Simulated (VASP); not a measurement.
Input:

```yaml
crystal:
  lattice:
    - [0.00000, 2.55496, 2.55496]
    - [2.55496, 0.00000, 2.55496]
    - [2.55496, 2.55496, 0.00000]
  atoms:
    - { symbol: Mg, position: [0.00000, 0.00000, 0.00000] }
    - { symbol: S, position: [0.50000, 0.50000, 0.50000] }
```

The numbers are results of TPSS meta-GGA, VASP's PBE PAW potentials (set 64) (plane waves; VASP), not measurements. Run with 520 eV cut-off, 9×9×9 Γ-centred mesh, Gaussian smearing of 0.050 eV, potentials Mg S.

Task: Give the stress tensor in GPa (positive for a compressed cell).

Result: 
```
5.43  0.00  0.00
0.00  5.43  0.00
0.00  0.00  5.43
```
The pressure is its mean diagonal, 5.43 GPa.

The compound is MgS in the rock salt structure. This cell is one point of a volume scan, at 0.94 of the reference volume.
